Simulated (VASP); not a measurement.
Energy against volume of CsBr (CsCl type). Level of theory: TPSS meta-GGA, VASP's PBE PAW potentials (set 64) (plane waves; VASP). Numerical set-up: 520 eV cut-off, 6×6×6 Γ-centred mesh, Gaussian smearing of 0.050 eV, potentials Cs_sv Br.

```
V (Å³/atom)  E (eV/atom)
-----------  -----------
39.581         -11.16619
40.844         -11.17080
42.107         -11.17228
43.371         -11.17120
```

**Question.** Fit these four points and predict the energy of the run at 44.634 Å³/atom.

**Answer.** A cubic in V^(−2/3), the third-order Birch-Murnaghan form, passes through the four points with V0 = 42.16 Å³/atom and B0 = 11 GPa, and gives -11.1680 eV/atom there. The run gave -11.1680 eV/atom, +0.0 meV/atom from the fit; all five points give B0 = 11 GPa.

The compound is CsBr in the CsCl type structure. It was relaxed first, which changed the volume by +7 %.
